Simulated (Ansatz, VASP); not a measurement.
**LaTl in VASP and in Ansatz**

```xyz
2
Lattice="3.9878 0.0000 0.0000 0.0000 3.9878 0.0000 0.0000 0.0000 3.9878" Properties=species:S:1:pos:R:3 pbc="T T T"
La    0.0000    0.0000    0.0000
Tl    1.9939    1.9939    1.9939
```

Change from the starting cell: volume scaled by 1.04.

Alike in both runs: task single point; functional PBEsol; k mesh 10 × 10 × 10; occupations fermi-dirac, width 0.05 eV; no spin polarisation.

|  | VASP | Ansatz |
| --- | --- | --- |
| version | VASP 6.6.1 | Ansatz 0.2.0 |
| potentials or method | VASP PAW PBE potentials, release 64 (La, Tl_d), cutoff 520 eV | all-electron LAPW, scalar-relativistic |

VASP gave:

| Item | Value |
| --- | --- |
| pressure (GPa) | -2.6 |

Q: What did Ansatz give for the same quantities?

A: Pressure (GPa): -2.5.

Ansatz ran all-electron here, so the differences hold the error of VASP's frozen core and of both bases.

Caveats: the PAW data sets were made with another functional, which shifts forces and pressure a little (VASP). The runs have no spin-orbit coupling, so splittings on La, Tl are missing.
